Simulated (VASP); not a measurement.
Input:

```xyz
4
Lattice="1.2527 -2.1697 0.0000 1.2527 2.1697 0.0000 0.0000 0.0000 6.8224" Properties=species:S:1:pos:R:3 pbc="T T T"
B      1.2527     0.7232     1.7056
B      1.2527    -0.7232     5.1168
N      1.2527    -0.7232     1.7056
N      1.2527     0.7232     5.1168
```

These are PBEsol GGA, VASP's PBE PAW potentials (set 64) (plane waves; VASP) values and carry that method's errors. Settings: 520 eV cut-off, 13×13×4 Γ-centred mesh, Gaussian smearing of 0.010 eV, potentials B N.

Without a dispersion term in the relaxation, distances and binding between the weakly bound layers, chains or molecules are unreliable, and so is what depends on them.

### Question
Give the direction-averaged independent-particle dielectric function (no local fields, no excitons; a broadening of 0.1 eV leaves a tail below the gap, and fine structure carries the noise of the k-mesh).

### Answer

```csv
ħω (eV),ε₁,ε₂
0.00,4.20,0.00
0.30,4.20,0.00
0.60,4.22,0.01
1.00,4.26,0.01
1.30,4.30,0.02
1.70,4.39,0.02
2.00,4.47,0.03
2.40,4.61,0.04
2.70,4.76,0.05
3.10,5.01,0.08
3.40,5.28,0.10
3.80,5.81,0.17
4.10,6.48,0.30
4.50,8.46,1.27
4.80,8.18,4.13
5.20,5.24,5.13
5.50,7.19,7.74
5.90,-0.85,8.49
6.20,-0.77,2.81
6.60,2.04,3.43
6.90,-0.57,2.33
7.30,1.29,1.62
7.60,1.44,1.17
8.00,1.63,1.00
```
ε₂ peaks at 5.1 eV (height 6.4), 5.7 eV (height 9.7), 6.7 eV (height 4.2); ε₁(0) averages 4.20, so the electronic refractive index below the gap tends to √4.20 = 2.05.

The compound is BN in the hex structure. It was relaxed first.
